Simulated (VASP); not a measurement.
# What goes wrong when the gap of LiH is computed with a bad input

Some runs for the gap of LiH get a fault in the input on purpose. Which of them show, and how? The starting structure is a measured crystal structure from the Crystallography Open Database. Cell and atoms stay as given unless a step says otherwise.

Main program and level: VASP 6.6.1; Kohn-Sham DFT with plane waves and PAW; LDA.

The database entry behind the starting cell differs from later determinations by our own check (the deuteride, about 0.2 % short), so it need not match the best structure at ambient conditions.

## Step 1: Starting point

It takes space group Fm-3m (No. 225, cubic). Conventional cell: a = 4.074 Å, b = 4.074 Å, c = 4.074 Å, α = 90.00°, β = 90.00°, γ = 90.00°. Nearest to Li lie 6 H at 2.04 Å. Nearest to H lie 6 Li at 2.04 Å. Farther neighbours are not listed.

## Step 2: Reference bands

INCAR

```
SYSTEM = LiH
PREC = Accurate
ENCUT = 580
EDIFF = 1E-06
NELM = 100
ISMEAR = 0
SIGMA = 0.03
LREAL = .FALSE.
ALGO = Normal
GGA = CA
NBANDS = 14
LORBIT = 11
LWAVE = .FALSE.
LCHARG = .FALSE.
KPAR = 4
```

POSCAR

```
LiH
1.0
    0.0000000000      2.0367500000      2.0367500000
    2.0367500000      0.0000000000      2.0367500000
    2.0367500000      2.0367500000      0.0000000000
Li H
1 1
Direct
    0.0000000000      0.0000000000      0.0000000000
    0.5000000000      0.5000000000      0.5000000000
```

KPOINTS

```
Automatic mesh
0
Gamma
10 10 10
0 0 0
```

KPOINTS_OPT

```
Line mode
10
Line-mode
Reciprocal
  0.00000000   0.00000000   0.00000000 GAMMA
  0.50000000   0.00000000   0.50000000 X

  0.50000000   0.00000000   0.50000000 X
  0.50000000   0.25000000   0.75000000 W

  0.50000000   0.25000000   0.75000000 W
  0.37500000   0.37500000   0.75000000 K

  0.37500000   0.37500000   0.75000000 K
  0.00000000   0.00000000   0.00000000 GAMMA

  0.00000000   0.00000000   0.00000000 GAMMA
  0.50000000   0.50000000   0.50000000 L

  0.50000000   0.50000000   0.50000000 L
  0.62500000   0.25000000   0.62500000 U

  0.62500000   0.25000000   0.62500000 U
  0.50000000   0.25000000   0.75000000 W

  0.50000000   0.25000000   0.75000000 W
  0.50000000   0.50000000   0.50000000 L

  0.50000000   0.50000000   0.50000000 L
  0.37500000   0.37500000   0.75000000 K

  0.62500000   0.25000000   0.62500000 U
  0.50000000   0.00000000   0.50000000 X
```

PAW data sets: Li_sv and H (LDA family, release 64).

Run with:

```console
mpirun -np 4 vasp_std
```

What it wrote:

```text
[banner, memory and clock lines left out]
running    4 mpi-ranks, on    1 nodes
 distrk:  each k-point on    1 cores,    4 groups
 distr:  one band on    1 cores,    1 groups

 POSCAR found type information on POSCAR LiH
 POSCAR found :  2 types and       2 ions
 LDA part: xc-table for (Slater(with rela. corr.)+CA(PZ))
 , standard interpolation
 POSCAR, INCAR and KPOINTS ok, starting setup
 FFT: planning ... GRIDC
 FFT: planning ... GRID_SOFT
 FFT: planning ... GRID
 WAVECAR not read
 entering main loop
       N       E                     dE             d eps       ncg     rms          rms(c)
DAV:   1     0.157486259764E+01    0.15749E+01   -0.14447E+03  1316   0.270E+02
DAV:   2    -0.655249505403E+01   -0.81274E+01   -0.80228E+01  1764   0.588E+01
DAV:   3    -0.671972218733E+01   -0.16723E+00   -0.16711E+00  1622   0.688E+00
DAV:   4    -0.672028398685E+01   -0.56180E-03   -0.56178E-03  1550   0.384E-01
DAV:   5    -0.672028636051E+01   -0.23737E-05   -0.23737E-05  1626   0.236E-02    0.277E+00
DAV:   6    -0.653077349686E+01    0.18951E+00   -0.15940E-01  1640   0.755E-01    0.135E+00
DAV:   7    -0.646868800569E+01    0.62085E-01   -0.17678E-01  1690   0.877E-01    0.196E-01
DAV:   8    -0.646938194034E+01   -0.69393E-03   -0.29261E-03  1556   0.263E-01    0.394E-02
DAV:   9    -0.646933630478E+01    0.45636E-04   -0.13746E-04  1726   0.287E-02    0.458E-03
DAV:  10    -0.646933649056E+01   -0.18578E-06   -0.30047E-06  1564   0.952E-03
   1 F= -.64693365E+01 E0= -.64693365E+01  d E =-.191412E-49
 Start KPOINTS_OPT (optional k-point list driver)
k-point batch [1-47\100]
       N       E                     dE             ncg
DAV:   1    -0.391782881758E+04   -0.10530E+05     1316
DAV:   2    -0.429254526814E+04   -0.37472E+03     1780
DAV:   3    -0.430094821289E+04   -0.84029E+01     1624
DAV:   4    -0.430099137344E+04   -0.43161E-01     1572
DAV:   5    -0.430099170495E+04   -0.33151E-03     1712
DAV:   6    -0.430099170871E+04   -0.37540E-05     1590
DAV:   7    -0.430099170876E+04   -0.57166E-07     1382
[...]
k-point batch [95-100\100]
       N       E                     dE             ncg
DAV:   1     0.809133289100E+04   -0.17708E+04      168
DAV:   2     0.803946568415E+04   -0.51867E+02      254
DAV:   3     0.803860691076E+04   -0.85877E+00      252
DAV:   4     0.803860573946E+04   -0.11713E-02      174
DAV:   5     0.803860573349E+04   -0.59731E-05      238
DAV:   6     0.803860573345E+04   -0.41088E-07      214
```

Wall time 6.2 s (4 MPI ranks of Intel Xeon Platinum 8259CL at 2.50GHz (Skylake/Cascade Lake), shared host); peak memory 0.49 GiB.

Lines that name or quote the potential files are left out of all logs, and their timing lines are given in words.

OUTCAR, selected parts (step 2):

```text
ion  position               nearest neighbor table
   1  0.000  0.000  0.000-
   2  0.500  0.500  0.500-

  LATTYP: Found a face centered cubic cell.
 ALAT       =     4.0735000000

 Subroutine GETGRP returns: Found 48 space group operations
 (whereof 48 operations were pure point group operations)

The static configuration has the point symmetry O_h .

 Found     47 irreducible k-points:

   k-points           NKPTS =     47   k-points in BZ     NKDIM =     47   number of bands    NBANDS=     14

   dimension x,y,z NGX =    24 NGY =   24 NGZ =   24
   dimension x,y,z NGXF=    48 NGYF=   48 NGZF=   48

   ENCUT  =  580.0 eV  42.63 Ry    6.53 a.u.   5.66  5.66  5.66*2*pi/ulx,y,z

   NELECT =       4.0000    total number of electrons

 k-points in reciprocal lattice and weights: Automatic mesh
   0.00000000  0.00000000  0.00000000       0.001
   0.10000000  0.00000000  0.00000000       0.008
   0.20000000  0.00000000  0.00000000       0.008
   0.30000000  0.00000000  0.00000000       0.008
   0.40000000  0.00000000  0.00000000       0.008
   0.50000000  0.00000000  0.00000000       0.004
   0.10000000  0.10000000  0.00000000       0.006
   0.20000000  0.10000000  0.00000000       0.024
   0.30000000  0.10000000  0.00000000       0.024
[...]
-0.30000000  0.40000000  0.20000000       0.024
  -0.30000000  0.50000000  0.20000000       0.012

 average (electrostatic) potential at core
       1 -66.3177       2 -33.7215

 E-fermi :   0.2841

 k-point     1 :       0.0000    0.0000    0.0000
  band No.  band energies     occupation
      1     -43.5278      2.00000
      2      -5.3990      2.00000
      3      15.4829      0.00000
      4      16.9068      0.00000
      5      16.9068      0.00000
      6      16.9068      0.00000
      7      21.6479      0.00000
    ...

 k-point     2 :       0.1000    0.0000    0.0000
  band No.  band energies     occupation
      1     -43.5236      2.00000
      2      -5.2269      2.00000
      3      13.9611      0.00000
      4      16.1051      0.00000
      5      16.5448      0.00000
      6      16.5448      0.00000
      7      21.0952      0.00000
    ...

 k-point     3 :       0.2000    0.0000    0.0000
  band No.  band energies     occupation
      1     -43.5128      2.00000
      2      -4.7227      2.00000
      3      10.7713      0.00000
      4      14.9616      0.00000
      5      15.9485      0.00000
      6      15.9485      0.00000
      7      21.8699      0.00000
    ...

  Total       -0.4458648     -0.4458648     -0.4458648      0.0000000      0.0000000     -0.0000000
  in kB      -42.2737309    -42.2737309    -42.2737309      0.0000000      0.0000000     -0.0000000
  external PRESSURE =     -42.2737309 kB  Pullay stress =       0.0000000 kB

  energy-cutoff  :      580.00
  volume of cell :       16.90
      direct lattice vectors                 reciprocal lattice vectors
     0.000000000  2.036750000  2.036750000    -0.245489137  0.245489137  0.245489137
     2.036750000  0.000000000  2.036750000     0.245489137 -0.245489137  0.245489137
     2.036750000  2.036750000  0.000000000     0.245489137  0.245489137 -0.245489137

 POSITION                                       TOTAL-FORCE (eV/Angst)
 -----------------------------------------------------------------------------------
      0.00000      0.00000      0.00000         0.000000      0.000000      0.000000
      2.03675      2.03675      2.03675        -0.000000     -0.000000     -0.000000
 -----------------------------------------------------------------------------------
    total drift:                                0.000000     -0.000000     -0.000000

  FREE ENERGIE OF THE ION-ELECTRON SYSTEM (eV)
  ---------------------------------------------------
  free  energy   TOTEN  =        -6.4693364906 eV

  energy  without entropy=       -6.4693364906  energy(sigma->0) =       -6.46933649

 total charge
# of ion       s       p       d       tot
------------------------------------------
    1        2.018   0.074   0.000   2.092
    2        0.515   0.002   0.000   0.517
--------------------------------------------------
tot          2.534   0.076   0.000   2.609

[... 3 further parts left out ...]
```

At this level the cell is under a tension of 4.2 GPa, so at these settings it is away from equilibrium.

The reference gap is 2.649 eV.

## Step 3: Bands with a fixed density without a density file

A slip made on purpose: a fixed density without a density file. Against step 2 the input has ICHARG = 11 (also changed: NELM).

Changes to INCAR since step 2:

```diff
@@ -4,3 +4,3 @@
 EDIFF = 1E-06
-NELM = 100
+NELM = 60
 ISMEAR = 0
@@ -15 +15,2 @@
 KPAR = 4
+ICHARG = 11
```

POSCAR is that of step 2.

KPOINTS is that of step 2.

KPOINTS_OPT is that of step 2.

Run with:

```console
mpirun -np 4 vasp_std
```

What it wrote:

```text
[banner, memory and clock lines left out]
running    4 mpi-ranks, on    1 nodes
[...]
LDA part: xc-table for (Slater(with rela. corr.)+CA(PZ))
 , standard interpolation
 POSCAR, INCAR and KPOINTS ok, starting setup
[...]
WARNING: CHGCAR is incomplete
|                                                                             |
|     EEEEEEE  RRRRRR   RRRRRR   OOOOOOO  RRRRRR      ###     ###     ###     |
|     E        R     R  R     R  O     O  R     R     ###     ###     ###     |
|     E        R     R  R     R  O     O  R     R     ###     ###     ###     |
|     EEEEE    RRRRRR   RRRRRR   O     O  RRRRRR       #       #       #      |
|     E        R   R    R   R    O     O  R   R                               |
|     E        R    R   R    R   O     O  R    R      ###     ###     ###     |
|     EEEEEEE  R     R  R     R  OOOOOOO  R     R     ###     ###     ###     |
|                                                                             |
|     ERROR: charge density could not be read from file CHGCAR for            |
|     ICHARG>10                                                               |
|                                                                             |
|       ---->  I REFUSE TO CONTINUE WITH THIS SICK JOB ... BYE!!! <----       |
|                                                                             |

1
1
1
1
```

It took 4 s on 4 MPI ranks.

VASP stopped with this message: “ERROR: charge density could not be read from file CHGCAR for ICHARG>10”.

## Step 4: Bands with one electron missing

A slip made on purpose: one electron missing. Against step 2 the input has NELECT = 3 (also changed: NELM).

Changes to INCAR since step 3:

```diff
@@ -15,2 +15,2 @@
 KPAR = 4
-ICHARG = 11
+NELECT = 3
```

POSCAR is that of step 3.

KPOINTS is that of step 3.

KPOINTS_OPT is that of step 3.

Run with:

```console
mpirun -np 4 vasp_std
```

What it wrote:

```text
[... set-up lines as in an earlier step ...]
 entering main loop
       N       E                     dE             d eps       ncg     rms          rms(c)
DAV:   1     0.110306586757E+01    0.11031E+01   -0.66036E+02  1316   0.152E+02
DAV:   2    -0.443426519283E+01   -0.55373E+01   -0.53456E+01  1764   0.430E+01
DAV:   3    -0.456292936182E+01   -0.12866E+00   -0.12858E+00  1622   0.548E+00
DAV:   4    -0.456341017424E+01   -0.48081E-03   -0.48079E-03  1550   0.327E-01
DAV:   5    -0.456341246004E+01   -0.22858E-05   -0.22857E-05  1626   0.220E-02BRMIX: very serious problems
 the old and the new charge density differ
 old charge density:     4.00000 new    3.00000
BRMIX: very serious problems
 the old and the new charge density differ
 old charge density:     4.00000 new    3.00000
BRMIX: very serious problems
 the old and the new charge density differ
 old charge density:     4.00000 new    3.00000
BRMIX: very serious problems
 the old and the new charge density differ
 old charge density:     4.00000 new    3.00000
    0.285E+00
[...]
DAV:   8    -0.516882975024E+01    0.27449E-03   -0.11886E-03  1610   0.831E-02    0.358E-02
DAV:   9    -0.516883078234E+01   -0.10321E-05   -0.51681E-05  1550   0.310E-02    0.120E-02
DAV:  10    -0.516883001086E+01    0.77147E-06   -0.26993E-06  1714   0.375E-03
   1 F= -.51688300E+01 E0= -.51686280E+01  d E =-.403999E-03
 Start KPOINTS_OPT (optional k-point list driver)
k-point batch [1-47\100]
       N       E                     dE             ncg
DAV:   1    -0.376720437557E+04   -0.78491E+04     1316
DAV:   2    -0.399034379667E+04   -0.22314E+03     1776
DAV:   3    -0.399547182430E+04   -0.51280E+01     1646
DAV:   4    -0.399550067516E+04   -0.28851E-01     1558
DAV:   5    -0.399550088857E+04   -0.21341E-03     1738
DAV:   6    -0.399550089069E+04   -0.21268E-05     1546
DAV:   7    -0.399550089072E+04   -0.26909E-07     1430
[...]
k-point batch [95-100\100]
       N       E                     dE             ncg
DAV:   1     0.476600527813E+04   -0.12687E+04      168
DAV:   2     0.473711078806E+04   -0.28894E+02      252
DAV:   3     0.473658810403E+04   -0.52268E+00      244
DAV:   4     0.473658604563E+04   -0.20584E-02      186
DAV:   5     0.473658603283E+04   -0.12802E-04      238
DAV:   6     0.473658603271E+04   -0.11740E-06      192
```

The job ended after 6.4 s (4 MPI ranks; peak memory 0.49 GiB; 23 s of CPU time).

Parts of OUTCAR (step 4):

```text
  Total       -3.8608651     -3.8608651     -3.8608651      0.0000000      0.0000000     -0.0000000
  in kB     -366.0598012   -366.0598012   -366.0598012      0.0000000      0.0000000     -0.0000000
  external PRESSURE =    -366.0598012 kB  Pullay stress =       0.0000000 kB

 POSITION                                       TOTAL-FORCE (eV/Angst)
 -----------------------------------------------------------------------------------
      0.00000      0.00000      0.00000        -0.000000     -0.000000      0.000000
      2.03675      2.03675      2.03675         0.000000      0.000000      0.000000
 -----------------------------------------------------------------------------------
    total drift:                                0.000000     -0.000000     -0.000000

  FREE ENERGIE OF THE ION-ELECTRON SYSTEM (eV)
  ---------------------------------------------------
  free  energy   TOTEN  =        -5.1688300109 eV

  energy  without entropy=       -5.1684260120  energy(sigma->0) =       -5.16862801

[... 2 parts as in an earlier step ...]

[... 1 further part left out ...]
[key lines of the parts left out:]
E-fermi :  -2.0904
```

With one electron missing there is no gap to read, since by its occupations the run counts as a metal (its levels may still leave one).

## Step 5: Bands with a cutoff far too low

A slip made on purpose: a cutoff far too low. Against step 2 the input has ENCUT = 220 (also changed: NELM).

Changes to INCAR since step 4:

```diff
@@ -2,3 +2,3 @@
 PREC = Accurate
-ENCUT = 580
+ENCUT = 220
 EDIFF = 1E-06
@@ -15,2 +15 @@
 KPAR = 4
-NELECT = 3
```

POSCAR is that of step 4.

KPOINTS is that of step 4.

KPOINTS_OPT is that of step 4.

Run with:

```console
mpirun -np 4 vasp_std
```

What it wrote:

```text
[... set-up lines as in an earlier step ...]
 entering main loop
       N       E                     dE             d eps       ncg     rms          rms(c)
DAV:   1    -0.521951162678E+01   -0.52195E+01   -0.78361E+02  1470   0.130E+02
DAV:   2    -0.949606560184E+01   -0.42766E+01   -0.42289E+01  1726   0.311E+01
DAV:   3    -0.954050552323E+01   -0.44440E-01   -0.44438E-01  1454   0.268E+00
DAV:   4    -0.954056212255E+01   -0.56599E-04   -0.56599E-04  1640   0.979E-02
[...]
DAV:   9    -0.917085442603E+01    0.12144E-03   -0.34358E-04  1544   0.498E-02    0.111E-02
DAV:  10    -0.917085597894E+01   -0.15529E-05   -0.69786E-06  1460   0.103E-02    0.257E-03
DAV:  11    -0.917085577686E+01    0.20207E-06   -0.10029E-07   904   0.159E-03
   1 F= -.91708558E+01 E0= -.91708558E+01  d E =-.117390E-34
 Start KPOINTS_OPT (optional k-point list driver)
k-point batch [1-47\100]
       N       E                     dE             ncg
DAV:   1    -0.416777033768E+04   -0.83293E+04     1558
DAV:   2    -0.435406177474E+04   -0.18629E+03     1684
DAV:   3    -0.435583804194E+04   -0.17763E+01     1526
DAV:   4    -0.435584085026E+04   -0.28083E-02     1634
DAV:   5    -0.435584085854E+04   -0.82755E-05     1466
DAV:   6    -0.435584085857E+04   -0.36244E-07     1270
[...]
k-point batch [95-100\100]
       N       E                     dE             ncg
DAV:   1     0.496653053014E+04   -0.12740E+04      176
DAV:   2     0.494514694118E+04   -0.21384E+02      242
DAV:   3     0.494499501878E+04   -0.15192E+00      210
DAV:   4     0.494499488477E+04   -0.13400E-03      198
DAV:   5     0.494499488444E+04   -0.33718E-06      204
```

The job ended after 2.6 s (4 MPI ranks; peak memory 0.38 GiB).

Parts of OUTCAR (step 5):

```text
  Total       -1.4851105     -1.4851105     -1.4851105      0.0000000      0.0000000      0.0000000
  in kB     -140.8076305   -140.8076305   -140.8076305      0.0000000      0.0000000      0.0000000
  external PRESSURE =    -140.8076305 kB  Pullay stress =       0.0000000 kB

 POSITION                                       TOTAL-FORCE (eV/Angst)
 -----------------------------------------------------------------------------------
      0.00000      0.00000      0.00000        -0.000000     -0.000000     -0.000000
      2.03675      2.03675      2.03675         0.000000      0.000000      0.000000
 -----------------------------------------------------------------------------------
    total drift:                               -0.000000     -0.000000     -0.000000

  FREE ENERGIE OF THE ION-ELECTRON SYSTEM (eV)
  ---------------------------------------------------
  free  energy   TOTEN  =        -9.1708557769 eV

  energy  without entropy=       -9.1708557769  energy(sigma->0) =       -9.17085578

[... 1 part as in an earlier step ...]

[... 2 further parts left out ...]
[key lines of the parts left out:]
E-fermi :   0.7201
```

With a cutoff far too low the gap is 2.181 eV, -0.468 eV from the reference.

## Step 6: Bands with a hybrid's name typed into the meta-GGA tag

A slip made on purpose: a hybrid's name typed into the meta-GGA tag. Against step 2 the input has METAGGA = HSE06 and no GGA (also changed: NELM).

INCAR

```
SYSTEM = LiH
PREC = Accurate
ENCUT = 580
EDIFF = 1E-06
NELM = 60
ISMEAR = 0
SIGMA = 0.03
LREAL = .FALSE.
ALGO = Normal
NBANDS = 14
LORBIT = 11
LWAVE = .FALSE.
LCHARG = .FALSE.
KPAR = 4
METAGGA = HSE06
```

POSCAR is that of step 5.

KPOINTS is that of step 5.

KPOINTS_OPT is that of step 5.

Run with:

```console
mpirun -np 4 vasp_std
```

What it wrote:

```text
[banner, memory and clock lines left out]
[...]
|                                                                             |
|     EEEEEEE  RRRRRR   RRRRRR   OOOOOOO  RRRRRR      ###     ###     ###     |
|     E        R     R  R     R  O     O  R     R     ###     ###     ###     |
|     E        R     R  R     R  O     O  R     R     ###     ###     ###     |
|     EEEEE    RRRRRR   RRRRRR   O     O  RRRRRR       #       #       #      |
|     E        R   R    R   R    O     O  R   R                               |
|     E        R    R   R    R   O     O  R    R      ###     ###     ###     |
|     EEEEEEE  R     R  R     R  OOOOOOO  R     R     ###     ###     ###     |
|                                                                             |
|     Error: One of the selected functionals does not exist.                  |
|                                                                             |
|       ---->  I REFUSE TO CONTINUE WITH THIS SICK JOB ... BYE!!! <----       |
|                                                                             |

1
1
1
1

[... 1 part as in an earlier step ...]
```

The job ended after 4.8 s (4 MPI ranks).

VASP stopped with this message: “Error: One of the selected functionals does not exist”.

## Step 7: The runs compared

```csv
run,ended,gap (eV),change (eV),core minutes
reference,converged,2.649,-,0.413
a fixed density without a density file,stopped by VASP,-,-,0.267
one electron missing,converged,none,-,0.427
a cutoff far too low,converged,2.181,-0.468,0.173
a hybrid's name typed into the meta-GGA tag,stopped by VASP,-,-,0.32
```

Core minutes are wall time times ranks of the run shown, on a shared host.

## Step 8: Summary of results

```yaml
reference_gap: 2.649 eV
gap_with_one_electron_missing: none to read from the occupations
gap_with_a_cutoff_far_too_low: 2.181 eV
run_with_a_fixed_density_without_a_density_file: stopped by VASP
run_with_a_hybrid_s_name_typed_into_the_meta_gga_tag: stopped by VASP
```

VASP stopped by itself in the runs with a fixed density without a density file and a hybrid's name typed into the meta-GGA tag. Finished, but with signs in the output that stand out against the reference: one electron missing, with no gap to read, since by its occupations the run counts as a metal (its levels may still leave one) (signs: a warning on the charge density and a stress of up to 36.6 GPa); a cutoff far too low, with the gap changed by -0.47 eV (signs: a stress of up to 14.1 GPa). Further runs on this material are not shown.

[Lines on the potential files, build, host, timing and source positions are cut from VASP's logs without a mark.]

[Logs are printed without paths, hosts, clocks, repeated set-up lines and the standing remarks that a program may print on its own settings, such as how far it seeks lower states.]

[Hosts, paths, dates, database ids (printed as entryN), source tags and the programs' standing remarks are cut or masked in the printed files.]
